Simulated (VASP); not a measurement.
## Driving VASP from ASE on CoSi2

Do ASE scripts that read CoSi2 from different structure formats give one answer, and do several routes find one equilibrium volume? All runs use LDA. Left out of this account: 1 further run (fields: a reference on another mesh). The start is a cell from a database of measured crystal structures.

Method: LDA, spin-polarised from a ferromagnetic start (one magnetic atom a cell); plane waves and PAW (Co, Si), in the first sound run; inputs show where later runs differ, in VASP 6.6.1.

Report form: the programs' logs are mostly left out.

### Step 1. The structure

Symmetry: Fm-3m, No. 225, cubic system. Conventional cell: a = 5.365 Å, b = 5.365 Å, c = 5.365 Å, α = 90.00°, β = 90.00°, γ = 90.00°. Nearest to Co lie 8 Si at 2.32 Å. Nearest to Si lie 4 Co at 2.32 Å. Farther neighbours are not listed.

### Step 2. Total energy, forces and stress (LDA, through ASE)

A single point through ASE, with the structure read from an extended xyz file.

run.py

```python
import numpy as np
from ase.calculators.vasp import Vasp
from ase.io import read
from ase.dft.bandgap import bandgap

atoms = read('CoSi2.xyz')

calc = Vasp(
    xc='lda',
    pp='LDA',
    prec='Accurate',
    encut=400,
    ediff=1e-06,
    nelm=100,
    ismear=-1,
    sigma=0.05,
    lreal=False,
    algo='Normal',
    nbands=18,
    ispin=2,
    lasph=True,
    lmaxmix=4,
    lorbit=11,
    lwave=False,
    lcharg=False,
    kpar=4,
    isif=2,
    pp_version='64',
    setups={'Co': '', 'Si': ''},
    kpts=(10, 10, 10),
    gamma=True,
    txt='vasp.out',
    magmom=[2.0, 0.0, 0.0],
)
atoms.calc = calc

print("energy (eV):", round(atoms.get_potential_energy(), 6))
print("Fermi level (eV):", round(calc.get_fermi_level(), 4))
print("forces (eV/A):")
print(np.round(atoms.get_forces(), 4))
print("stress (GPa, Voigt, tension positive):", np.round(atoms.get_stress() * 160.21766, 3))
print("magnetic moment (muB):", round(atoms.get_magnetic_moment(), 3))
gap, p1, p2 = bandgap(calc, direct=False)
print("gap on the mesh (eV):", round(gap, 4))
```

CoSi2.xyz

```xyz
3
Lattice="0.0000000000 2.6825000000 2.6825000000 2.6825000000 0.0000000000 2.6825000000 2.6825000000 2.6825000000 0.0000000000" Properties=species:S:1:pos:R:3 pbc="T T T"
Co     0.0000000000      0.0000000000      0.0000000000
Si     1.3412500000      1.3412500000      1.3412500000
Si     4.0237500000      4.0237500000      4.0237500000
```

PAW data sets: Co and Si (LDA family, release 64).

Run with:

```
export ASE_VASP_COMMAND="mpirun -np 4 vasp_std"
python run.py
```

The job ended after 19 s (4 MPI ranks of Intel Xeon Platinum 8259CL at 2.50GHz (Skylake/Cascade Lake), shared host; peak memory 0.64 GiB; 62 s of CPU time).

The moments of the start collapse, so the state is non-magnetic; other starts or orders were not tried. At this level the cell is under a tension of 9.3 GPa, so at these settings it is away from equilibrium.

This step gave:

| Property | Result |
| --- | --- |
| SCF cycles | 15 |
| electrons | 17 |
| bands | 18 |
| irreducible k-points | 47 |
| symmetry operations | 48 |
| free energy (TOTEN) | -21.88 eV |
| energy at zero smearing | -21.87 eV |
| Fermi energy | 9.926 eV |
| pressure | -9.257 GPa |
| metallic | yes |

The spin moment in the PAW sphere vanishes on all atoms.

The pressure is -9.26 GPa and the largest force 0.000 eV/Å, so the cell is not at a minimum at these settings.

### Step 3. Self-consistent run (LDA, through ASE)

This step: LDA, spin-polarised from a ferromagnetic start; plane waves and PAW (Co, Si) (VASP 6.6.1).

System of this step: CoSi2. The structure is cubic, space group Fm-3m (No. 225). The conventional cell has a = 5.365 Å, b = 5.365 Å, c = 5.365 Å, α = 90.00°, β = 90.00°, γ = 90.00°. Nearest to Co lie 8 Si at 2.32 Å. Nearest to Si lie 4 Co at 2.32 Å. Farther neighbours are not listed.

The single point through ASE, with the structure read from a CIF with its space group. The file expands to the conventional cell of 12 atoms, on a 4×4×4 mesh.

Edit run.py of step 2 so:

```diff
@@ -5,3 +5,3 @@
 
-atoms = read('CoSi2.xyz')
+atoms = read('CoSi2.cif')
 
@@ -18,3 +18,3 @@
     algo='Normal',
-    nbands=18,
+    nbands=57,
     ispin=2,
@@ -29,6 +29,6 @@
     setups={'Co': '', 'Si': ''},
-    kpts=(10, 10, 10),
+    kpts=(4, 4, 4),
     gamma=True,
     txt='vasp.out',
-    magmom=[2.0, 0.0, 0.0],
+    magmom=[2.0, 2.0, 2.0, 2.0, 0.0, 0.0, 0.0, 0.0, 0.0, 0.0, 0.0, 0.0],
 )
```

CoSi2.cif

```cif
data_CoSi2
_cell_length_a 5.36500000
_cell_length_b 5.36500000
_cell_length_c 5.36500000
_cell_angle_alpha 90.00000000
_cell_angle_beta 90.00000000
_cell_angle_gamma 90.00000000
_space_group_name_H-M_alt 'Fm-3m'
_space_group_name_Hall '-F 4 2 3'
_space_group_IT_number 225
loop_
_space_group_symop_operation_xyz
'x,y,z'
'-x,-y,-z'
'-y,x,z'
'y,-x,-z'
'-x,-y,z'
'x,y,-z'
'y,-x,z'
'-y,x,-z'
'x,-y,-z'
'-x,y,z'
'-y,-x,-z'
'y,x,z'
'-x,y,-z'
'x,-y,z'
'y,x,-z'
'-y,-x,z'
'z,x,y'
'-z,-x,-y'
'z,-y,x'
'-z,y,-x'
'z,-x,-y'
'-z,x,y'
'z,y,-x'
'-z,-y,x'
'-z,x,-y'
'z,-x,y'
'-z,-y,-x'
'z,y,x'
'-z,-x,y'
'z,x,-y'
'-z,y,x'
'z,-y,-x'
'y,z,x'
'-y,-z,-x'
'x,z,-y'
'-x,-z,y'
'-y,z,-x'
'y,-z,x'
'-x,z,y'
'x,-z,-y'
'-y,-z,x'
'y,z,-x'
'-x,-z,-y'
'x,z,y'
'y,-z,-x'
'-y,z,x'
'x,-z,y'
'-x,z,-y'
'x,y+1/2,z+1/2'
'-x,-y+1/2,-z+1/2'
'-y,x+1/2,z+1/2'
'y,-x+1/2,-z+1/2'
'-x,-y+1/2,z+1/2'
'x,y+1/2,-z+1/2'
'y,-x+1/2,z+1/2'
'-y,x+1/2,-z+1/2'
'x,-y+1/2,-z+1/2'
'-x,y+1/2,z+1/2'
'-y,-x+1/2,-z+1/2'
'y,x+1/2,z+1/2'
'-x,y+1/2,-z+1/2'
'x,-y+1/2,z+1/2'
'y,x+1/2,-z+1/2'
'-y,-x+1/2,z+1/2'
'z,x+1/2,y+1/2'
'-z,-x+1/2,-y+1/2'
'z,-y+1/2,x+1/2'
'-z,y+1/2,-x+1/2'
'z,-x+1/2,-y+1/2'
'-z,x+1/2,y+1/2'
'z,y+1/2,-x+1/2'
'-z,-y+1/2,x+1/2'
'-z,x+1/2,-y+1/2'
'z,-x+1/2,y+1/2'
'-z,-y+1/2,-x+1/2'
'z,y+1/2,x+1/2'
'-z,-x+1/2,y+1/2'
'z,x+1/2,-y+1/2'
'-z,y+1/2,x+1/2'
'z,-y+1/2,-x+1/2'
'y,z+1/2,x+1/2'
'-y,-z+1/2,-x+1/2'
'x,z+1/2,-y+1/2'
'-x,-z+1/2,y+1/2'
'-y,z+1/2,-x+1/2'
'y,-z+1/2,x+1/2'
'-x,z+1/2,y+1/2'
'x,-z+1/2,-y+1/2'
'-y,-z+1/2,x+1/2'
'y,z+1/2,-x+1/2'
'-x,-z+1/2,-y+1/2'
'x,z+1/2,y+1/2'
'y,-z+1/2,-x+1/2'
'-y,z+1/2,x+1/2'
'x,-z+1/2,y+1/2'
'-x,z+1/2,-y+1/2'
'x+1/2,y,z+1/2'
'-x+1/2,-y,-z+1/2'
'-y+1/2,x,z+1/2'
'y+1/2,-x,-z+1/2'
'-x+1/2,-y,z+1/2'
'x+1/2,y,-z+1/2'
'y+1/2,-x,z+1/2'
'-y+1/2,x,-z+1/2'
'x+1/2,-y,-z+1/2'
'-x+1/2,y,z+1/2'
'-y+1/2,-x,-z+1/2'
'y+1/2,x,z+1/2'
'-x+1/2,y,-z+1/2'
'x+1/2,-y,z+1/2'
'y+1/2,x,-z+1/2'
'-y+1/2,-x,z+1/2'
'z+1/2,x,y+1/2'
'-z+1/2,-x,-y+1/2'
'z+1/2,-y,x+1/2'
'-z+1/2,y,-x+1/2'
'z+1/2,-x,-y+1/2'
'-z+1/2,x,y+1/2'
'z+1/2,y,-x+1/2'
'-z+1/2,-y,x+1/2'
'-z+1/2,x,-y+1/2'
'z+1/2,-x,y+1/2'
'-z+1/2,-y,-x+1/2'
'z+1/2,y,x+1/2'
'-z+1/2,-x,y+1/2'
'z+1/2,x,-y+1/2'
'-z+1/2,y,x+1/2'
'z+1/2,-y,-x+1/2'
'y+1/2,z,x+1/2'
'-y+1/2,-z,-x+1/2'
'x+1/2,z,-y+1/2'
'-x+1/2,-z,y+1/2'
'-y+1/2,z,-x+1/2'
'y+1/2,-z,x+1/2'
'-x+1/2,z,y+1/2'
'x+1/2,-z,-y+1/2'
'-y+1/2,-z,x+1/2'
'y+1/2,z,-x+1/2'
'-x+1/2,-z,-y+1/2'
'x+1/2,z,y+1/2'
'y+1/2,-z,-x+1/2'
'-y+1/2,z,x+1/2'
'x+1/2,-z,y+1/2'
'-x+1/2,z,-y+1/2'
'x+1/2,y+1/2,z'
'-x+1/2,-y+1/2,-z'
'-y+1/2,x+1/2,z'
'y+1/2,-x+1/2,-z'
'-x+1/2,-y+1/2,z'
'x+1/2,y+1/2,-z'
'y+1/2,-x+1/2,z'
'-y+1/2,x+1/2,-z'
'x+1/2,-y+1/2,-z'
'-x+1/2,y+1/2,z'
'-y+1/2,-x+1/2,-z'
'y+1/2,x+1/2,z'
'-x+1/2,y+1/2,-z'
'x+1/2,-y+1/2,z'
'y+1/2,x+1/2,-z'
'-y+1/2,-x+1/2,z'
'z+1/2,x+1/2,y'
'-z+1/2,-x+1/2,-y'
'z+1/2,-y+1/2,x'
'-z+1/2,y+1/2,-x'
'z+1/2,-x+1/2,-y'
'-z+1/2,x+1/2,y'
'z+1/2,y+1/2,-x'
'-z+1/2,-y+1/2,x'
'-z+1/2,x+1/2,-y'
'z+1/2,-x+1/2,y'
'-z+1/2,-y+1/2,-x'
'z+1/2,y+1/2,x'
'-z+1/2,-x+1/2,y'
'z+1/2,x+1/2,-y'
'-z+1/2,y+1/2,x'
'z+1/2,-y+1/2,-x'
'y+1/2,z+1/2,x'
'-y+1/2,-z+1/2,-x'
'x+1/2,z+1/2,-y'
'-x+1/2,-z+1/2,y'
'-y+1/2,z+1/2,-x'
'y+1/2,-z+1/2,x'
'-x+1/2,z+1/2,y'
'x+1/2,-z+1/2,-y'
'-y+1/2,-z+1/2,x'
'y+1/2,z+1/2,-x'
'-x+1/2,-z+1/2,-y'
'x+1/2,z+1/2,y'
'y+1/2,-z+1/2,-x'
'-y+1/2,z+1/2,x'
'x+1/2,-z+1/2,y'
'-x+1/2,z+1/2,-y'
loop_
_atom_site_label
_atom_site_type_symbol
_atom_site_symmetry_multiplicity
_atom_site_Wyckoff_symbol
_atom_site_fract_x
_atom_site_fract_y
_atom_site_fract_z
_atom_site_occupancy
Co1 Co 4 a 0.0000000000 0.0000000000 0.0000000000 1
Si1 Si 8 c 0.2500000000 0.7500000000 0.7500000000 1
```

It took 38 s on 4 MPI ranks; peak memory 0.94 GiB.

The k-mesh is coarse for a metal. At this level the cell is under a tension of 9.5 GPa, so at these settings it is away from equilibrium.

This step gave:

```
electrons                                         : 68
bands                                             : 57
irreducible k-points                              : 10
free energy (TOTEN)                               : -87.4451 eV
energy at zero smearing                           : -87.4247 eV
Fermi energy                                      : 9.969 eV
pressure                                          : -9.499 GPa
moment of the cell, from the last line of the log : 0 μB
```

The spin moment in the PAW sphere vanishes on all atoms.

The energy lies +5.90 meV an atom from the first script, since this cell and mesh sample the zone at other points.

### Step 4. Relaxing cell and atoms (LDA, through ASE)

This step: LDA, spin-polarised from a ferromagnetic start (one magnetic atom a cell); plane waves and PAW (Co, Si) (VASP 6.6.1).

System of this step: CoSi2. Symmetry: Fm-3m, No. 225, cubic system. Conventional cell: a = 5.365 Å, b = 5.365 Å, c = 5.365 Å, α = 90.00°, β = 90.00°, γ = 90.00°. Co has 8 Si at 2.32 Å nearest. Nearest to Si lie 4 Co at 2.32 Å. Farther neighbours are not listed.

Properties are meant for the cell that this level of theory prefers, so cell and atoms are relaxed first (ISIF = 3) until forces and stress are small; EDIFFG sets the threshold.

Edit run.py of step 3 so:

```diff
@@ -3,3 +3,2 @@
 from ase.io import read
-from ase.dft.bandgap import bandgap
 
@@ -18,3 +17,3 @@
     algo='Normal',
-    nbands=57,
+    nbands=18,
     ispin=2,
@@ -26,9 +25,12 @@
     kpar=4,
-    isif=2,
+    ibrion=2,
+    nsw=60,
+    isif=3,
+    ediffg=-0.01,
     pp_version='64',
     setups={'Co': '', 'Si': ''},
-    kpts=(4, 4, 4),
+    kpts=(10, 10, 10),
     gamma=True,
     txt='vasp.out',
-    magmom=[2.0, 2.0, 2.0, 2.0, 0.0, 0.0, 0.0, 0.0, 0.0, 0.0, 0.0, 0.0],
+    magmom=[2.0, 0.0, 0.0],
 )
@@ -42,3 +44,5 @@
 print("magnetic moment (muB):", round(atoms.get_magnetic_moment(), 3))
-gap, p1, p2 = bandgap(calc, direct=False)
-print("gap on the mesh (eV):", round(gap, 4))
+print("cell (A, degrees):", np.round(atoms.cell.cellpar(), 4))
+print("volume (A^3):", round(atoms.get_volume(), 4))
+print("positions:")
+print(np.round(atoms.get_scaled_positions(), 5))
```

CoSi2.cif

```cif
data_CoSi2
_cell_length_a 3.79362788
_cell_length_b 3.79362788
_cell_length_c 3.79362788
_cell_angle_alpha 60.00000000
_cell_angle_beta 60.00000000
_cell_angle_gamma 60.00000000
_space_group_name_H-M_alt 'P1'
_space_group_name_Hall 'P 1'
_space_group_IT_number 1
loop_
_space_group_symop_operation_xyz
'x,y,z'
loop_
_atom_site_label
_atom_site_type_symbol
_atom_site_symmetry_multiplicity
_atom_site_Wyckoff_symbol
_atom_site_fract_x
_atom_site_fract_y
_atom_site_fract_z
_atom_site_occupancy
Co1 Co 1 a 0.0000000000 0.0000000000 0.0000000000 1
Si1 Si 1 a 0.2500000000 0.2500000000 0.2500000000 1
Si2 Si 1 a 0.7500000000 0.7500000000 0.7500000000 1
```

Run time: 41 s. Hardware: 4 MPI ranks; peak memory 0.69 GiB.

The run keeps the 48 symmetry operations of its start, so it cannot find a distortion of lower symmetry.

The steps of the relaxation:

```
step  energy less that of the first step (eV)  largest force (eV/Å)  pressure (GPa)  volume (Å³)
   1                                   0.0000                0.0000           -9.26        38.61
   2                                   0.0273                0.0000           13.79        34.60
   3                                  -0.0580                0.0000           -0.13        36.72
```

```
conventional cell, symmetrised  before  after  change
                         a (Å)   5.365  5.276  -1.7 %
                         b (Å)   5.365  5.276  -1.7 %
                         c (Å)   5.365  5.276  -1.7 %
              volume (Å³/atom)   12.87  12.24  -4.9 %
```

The relaxed structure:

```
Co Si
1.0
     3.73068    0.00000    0.00000
     1.86534    3.23086    0.00000
     1.86534    1.07695    3.04609
Co Si
1 2
Direct
  0.00000 0.00000 0.00000
  0.25000 0.25000 0.25000
  0.75000 0.75000 0.75000
```

Numbers from this step:

```yaml
electrons: 17
bands: 18
irreducible_k_points: 47
free_energy_toten: -21.94 eV
energy_at_zero_smearing: -21.93 eV
fermi_energy: 10.62 eV
pressure: -0.1272 GPa
scf_cycles_over_all_ionic_steps: 33
```

The spin moment in the PAW sphere vanishes on all atoms.

It ends with forces that vanish by symmetry and a pressure of -0.13 GPa.

### Step 5. Energy against volume, from ASE (LDA)

An ASE loop scales the volume and fits the energies, which gives the bulk modulus from energies alone.

run.py

```python
import numpy as np
from ase.calculators.vasp import Vasp
from ase.io import read
from ase.eos import EquationOfState
from ase.units import GPa

atoms = read('CoSi2.cif')

calc = Vasp(
    xc='lda',
    pp='LDA',
    prec='Accurate',
    encut=400,
    ediff=1e-06,
    nelm=100,
    ismear=-1,
    sigma=0.05,
    lreal=False,
    algo='Normal',
    nbands=18,
    ispin=2,
    lasph=True,
    lmaxmix=4,
    lorbit=11,
    lwave=False,
    lcharg=False,
    kpar=4,
    isif=2,
    pp_version='64',
    setups={'Co': '', 'Si': ''},
    kpts=(10, 10, 10),
    gamma=True,
    txt='vasp.out',
    magmom=[2.0, 0.0, 0.0],
)
atoms.calc = calc

cell, volumes, energies = atoms.get_cell(), [], []
for x in [0.94, 0.96, 0.98, 1.0, 1.02, 1.04, 1.06]:
    atoms.set_cell(cell * x ** (1 / 3), scale_atoms=True)
    volumes.append(atoms.get_volume())
    energies.append(atoms.get_potential_energy())
    print(f"{x:.2f}  V = {volumes[-1]:.4f} A^3  E = {energies[-1]:.6f} eV")
v0, e0, b0 = EquationOfState(volumes, energies, eos="birchmurnaghan").fit()
print(f"V0 = {v0:.4f} A^3  E0 = {e0:.6f} eV  B0 = {b0 / GPa:.2f} GPa")
```

CoSi2.cif is that of step 4.

The job ended after 1.8 min (4 MPI ranks; peak memory 0.64 GiB).

The cell holds one magnetic atom, so no antiferromagnetic order fits into it.

Numbers from this step:

```yaml
bulk_modulus: 204.4 GPa
equilibrium_volume_of_the_fit: 12.24 Å³/atom
```

The fitted volume lies +0.03 % from the relaxed one.

### Step 6. Relaxation driven by ASE (LDA)

Here ASE drives the relaxation and calls VASP for forces and stress at each step.

run.py

```python
import numpy as np
from ase.calculators.vasp import Vasp
from ase import Atoms
from ase.optimize import BFGS
from ase.filters import FrechetCellFilter

atoms = Atoms(['Co', 'Si', 'Si'],
              cell=[[0.0, 2.6825, 2.6825], [2.6825, 0.0, 2.6825], [2.6825, 2.6825, 0.0]],
              scaled_positions=[[0.0, 0.0, 0.0], [0.25, 0.25, 0.25], [0.75, 0.75, 0.75]],
              pbc=True)

calc = Vasp(
    xc='lda',
    pp='LDA',
    prec='Accurate',
    encut=400,
    ediff=1e-06,
    nelm=100,
    ismear=-1,
    sigma=0.05,
    lreal=False,
    algo='Normal',
    nbands=18,
    ispin=2,
    lasph=True,
    lmaxmix=4,
    lorbit=11,
    lwave=False,
    lcharg=False,
    kpar=4,
    isif=2,
    pp_version='64',
    setups={'Co': '', 'Si': ''},
    kpts=(10, 10, 10),
    gamma=True,
    txt='vasp.out',
    magmom=[2.0, 0.0, 0.0],
)
atoms.calc = calc

BFGS(FrechetCellFilter(atoms)).run(fmax=0.02, steps=30)
print("cell (A, degrees):", np.round(atoms.cell.cellpar(), 4))
print("volume (A^3):", round(atoms.get_volume(), 4))
print("energy (eV):", round(atoms.get_potential_energy(), 6))
print("Fermi level (eV):", round(calc.get_fermi_level(), 4))
print("forces (eV/A):")
print(np.round(atoms.get_forces(), 4))
print("stress (GPa, Voigt, tension positive):", np.round(atoms.get_stress() * 160.21766, 3))
print("magnetic moment (muB):", round(atoms.get_magnetic_moment(), 3))
```

Wall time 51 s (4 MPI ranks); peak memory 0.58 GiB; 2.8 min of CPU time.

This step gave:

```yaml
optimizer_steps: 3
volume_after_bfgs: 12.23 Å³/atom
```

### Step 7. Side by side

| run | atoms | mesh | energy (eV/atom) | pressure (GPa) |
| --- | --- | --- | --- | --- |
| ASE, structure read from an extended xyz file | 3 | 10×10×10 | -7.29129 | -9.257 |
| ASE, structure read from a CIF with its space group | 12 | 4×4×4 | -7.28539 | -9.499 |

### Step 8. A single point (LDA, through ASE), changed input

A single point gives energy, forces and stress at these settings. Some settings are moved from the usual, to see what they do.

Edit run.py of step 6 so:

```diff
@@ -3,4 +3,3 @@
 from ase import Atoms
-from ase.optimize import BFGS
-from ase.filters import FrechetCellFilter
+from ase.dft.bandgap import bandgap
 
@@ -31,2 +30,4 @@
     isif=2,
+    nelmdl=0,
+    nelect=17.02,
     pp_version='64',
@@ -40,5 +41,2 @@
 
-BFGS(FrechetCellFilter(atoms)).run(fmax=0.02, steps=30)
-print("cell (A, degrees):", np.round(atoms.cell.cellpar(), 4))
-print("volume (A^3):", round(atoms.get_volume(), 4))
 print("energy (eV):", round(atoms.get_potential_energy(), 6))
@@ -49 +47,3 @@
 print("magnetic moment (muB):", round(atoms.get_magnetic_moment(), 3))
+gap, p1, p2 = bandgap(calc, direct=False)
+print("gap on the mesh (eV):", round(gap, 4))
```

The job ended after 17 s (4 MPI ranks; peak memory 0.64 GiB).

The run converged; its settings lie outside those of the reference runs, so its numbers are set aside.

Settings moved from the usual: NELMDL = 0 and NELECT = 17.02.

NELECT differs from the neutral count, so the cell is charged against a uniform background: another system, not a numerical setting. NELMDL acts on the way to self-consistency or on speed; a fully converged result doesn't depend on them, though slow mixing can meet EDIFF with the stress still off.

### Step 9. Outcome

```json
{
  "energy, ASE, structure read from an extended xyz file": "-7.29129 eV/atom",
  "energy, ASE, structure read from a CIF with its space group": "-7.28539 eV/atom",
  "volume from VASP's own relaxation": "12.24 Å³/atom",
  "volume from the fit of the ASE volume loop": "12.24 Å³/atom",
  "volume from BFGS in ASE": "12.23 Å³/atom"
}
```

In words: With the structure read from a CIF with its space group, ASE's run differs from the first script by +5.9 meV an atom, on the larger cell and its own mesh. The routes to the equilibrium volume agree within 0.10 %. VASP's relaxation keeps the plane waves of its start, while ASE starts VASP afresh at each cell, and a loop at fixed shape can't relax anything but the volume. Only the typed magnetic starts were tried, so the magnetic ground state may differ and with it the other results.

[Lines on the potential files, build, host, timing and source positions are cut from VASP's logs without a mark.]

[Logs are printed without paths, hosts, clocks, repeated set-up lines and the standing remarks that a program may print on its own settings, such as how far it seeks lower states.]

[Hosts, paths, dates, database ids (printed as entryN), source tags and the programs' standing remarks are cut or masked in the printed files.]

[A measured line is paired with the nearest computed mode of its activity, which favours agreement.]
